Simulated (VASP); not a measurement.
The input files of a VASP run:

INCAR:
```
SYSTEM = CaB2
PREC = Accurate
ENCUT = 520
EDIFF = 1E-6
NELM = 100
ALGO = Normal
LREAL = .FALSE.
LASPH = .TRUE.
ISMEAR = 1
SIGMA = 0.1
GGA = PE
LWAVE = .FALSE.
LCHARG = .FALSE.
ISIF = 2
```

POSCAR:
```
CaB2
1
    3.5644020000     0.0000000000     0.0000000000
   -1.7822010000     3.0868630000     0.0000000000
    0.0000000000     0.0000000000     3.8594000000
Ca B
1 2
Cartesian
  0.0000000000   0.0000000000   0.0000000000
  0.3333330000   0.6666670000   0.5000000000
  0.6666670000   0.3333330000   0.5000000000
```

**KPOINTS**
```
Automatic mesh
0
Gamma
8 8 6
0 0 0
```

POTCAR, in this order: Ca_sv B (PBE.64 set). Program: vasp_std.

Q: What happens when VASP runs on this input?

A: There is a fault: fractional coordinates stand under the word Cartesian. The run ends without an error. Against the sound run, the energy per atom (σ→0) rises by 67.276 eV/atom; the pressure increases by 620.16 GPa; the largest force increases by 528.631 eV/Å.

**standard output**
```
 POSCAR found type information on POSCAR CaB
 POSCAR found :  2 types and       3 ions
 Reading from existing POTCAR
 Reading from existing POTCAR
 LDA part: xc-table for (Slater+PW92), standard interpolation

 -----------------------------------------------------------------------------
|                                                                             |
|           W    W    AA    RRRRR   N    N  II  N    N   GGGG   !!!           |
|           W    W   A  A   R    R  NN   N  II  NN   N  G    G  !!!           |
|           W    W  A    A  R    R  N N  N  II  N N  N  G       !!!           |
|           W WW W  AAAAAA  RRRRR   N  N N  II  N  N N  G  GGG   !            |
|           WW  WW  A    A  R   R   N   NN  II  N   NN  G    G                |
|           W    W  A    A  R    R  N    N  II  N    N   GGGG   !!!           |
|                                                                             |
|     The distance between some ions is very small. Please check the          |
|     nearest-neighbor list in the OUTCAR file.                               |
|     I HOPE YOU KNOW WHAT YOU ARE DOING!                                     |
|                                                                             |
 -----------------------------------------------------------------------------

 POSCAR, INCAR and KPOINTS ok, starting setup
 WAVECAR not read
 entering main loop
       N       E                     dE             d eps       ncg     rms          rms(c)
DAV:   1     0.319071975418E+03    0.31907E+03   -0.99723E+03  4800   0.133E+03
DAV:   2     0.159974378185E+03   -0.15910E+03   -0.14955E+03  5840   0.385E+02
DAV:   3     0.147008468340E+03   -0.12966E+02   -0.12874E+02  6940   0.105E+02
DAV:   4     0.146687435259E+03   -0.32103E+00   -0.32016E+00  6104   0.142E+01
DAV:   5     0.146678823928E+03   -0.86113E-02   -0.86111E-02  6648   0.192E+00    0.124E+02
DAV:   6     0.184093624700E+03    0.37415E+02   -0.63639E+01  5616   0.106E+02    0.297E+01
DAV:   7     0.187075393364E+03    0.29818E+01   -0.27950E+01  6236   0.585E+01    0.120E+01
DAV:   8     0.186923366167E+03   -0.15203E+00   -0.25726E+00  5500   0.187E+01    0.483E+00
DAV:   9     0.186773906395E+03   -0.14946E+00   -0.66826E-01  7664   0.623E+00    0.485E+00
DAV:  10     0.186781532135E+03    0.76257E-02   -0.14814E-01  5668   0.468E+00    0.236E+00
DAV:  11     0.186786897406E+03    0.53653E-02   -0.12911E-02  5184   0.135E+00    0.644E-01
DAV:  12     0.186786330911E+03   -0.56649E-03   -0.66548E-03  5144   0.102E+00    0.322E-01
DAV:  13     0.186786489674E+03    0.15876E-03   -0.49389E-04  5832   0.263E-01    0.850E-02
DAV:  14     0.186786502306E+03    0.12632E-04   -0.11387E-04  7332   0.105E-01    0.403E-02
DAV:  15     0.186786501184E+03   -0.11221E-05   -0.12689E-05  5292   0.456E-02    0.455E-03
DAV:  16     0.186786500581E+03   -0.60342E-06   -0.14504E-06  4612   0.142E-02
   1 F= 0.18678650E+03 E0= 0.18678656E+03  d E =-.171532E-03
```

### OUTCAR
```
------------------------ aborting loop because EDIFF is reached ----------------------------------------
  FORCE on cell =-STRESS in cart. coord.  units (eV):
  Direction    XX          YY          ZZ          XY          YZ          ZX
  --------------------------------------------------------------------------------------
  Total      200.9289876    200.1534882     81.1005986    -37.8955596     81.4082270     81.7482183
  in kB     7581.0498435   7551.7902544   3059.9252372  -1429.7993022   3071.5320566   3084.3599264
  external PRESSURE =    6064.2551117 kB  Pullay stress =       0.0000000 kB
  volume of cell :       42.46
      direct lattice vectors                 reciprocal lattice vectors
     3.564402000  0.000000000  0.000000000     0.280551969  0.161976738  0.000000000
    -1.782201000  3.086863000  0.000000000     0.000000000  0.323953476  0.000000000
     0.000000000  0.000000000  3.859400000     0.000000000  0.000000000  0.259107633
 POSITION                                       TOTAL-FORCE (eV/Angst)
 -----------------------------------------------------------------------------------
      0.00000      0.00000      0.00000      -163.741805   -162.805719   -163.199258
      0.33333      0.66667      0.50000      -278.293566    440.913159     81.275756
      0.66667      0.33333      0.50000       442.035372   -278.107440     81.923502
 -----------------------------------------------------------------------------------
    total drift:                                0.002753      0.002649      0.002035
  FREE ENERGIE OF THE ION-ELECTRON SYSTEM (eV)
  ---------------------------------------------------
  free  energy   TOTEN  =       186.7865005808 eV

  energy  without entropy=      186.7866721124  energy(sigma->0) =      186.78655776
```
(Selected blocks of OUTCAR.)

To mend it, correct POSCAR.
File POSCAR:
```
CaB2
1
    3.5644020000     0.0000000000     0.0000000000
   -1.7822010000     3.0868630000     0.0000000000
    0.0000000000     0.0000000000     3.8594000000
Ca B
1 2
Direct
  0.0000000000   0.0000000000   0.0000000000
  0.3333330000   0.6666670000   0.5000000000
  0.6666670000   0.3333330000   0.5000000000
```
The mended run (PBE GGA, plane waves, VASP's PBE PAW potentials (set 64)) converges, and its OSZICAR ends with
```
   1 F= -.15043395E+02 E0= -.15042752E+02  d E =-.192977E-02
```

The structure was generated: CaB2 was put into the AlB2 type (P6/mmm), which need not be its known phase. The cell was not relaxed at this level.
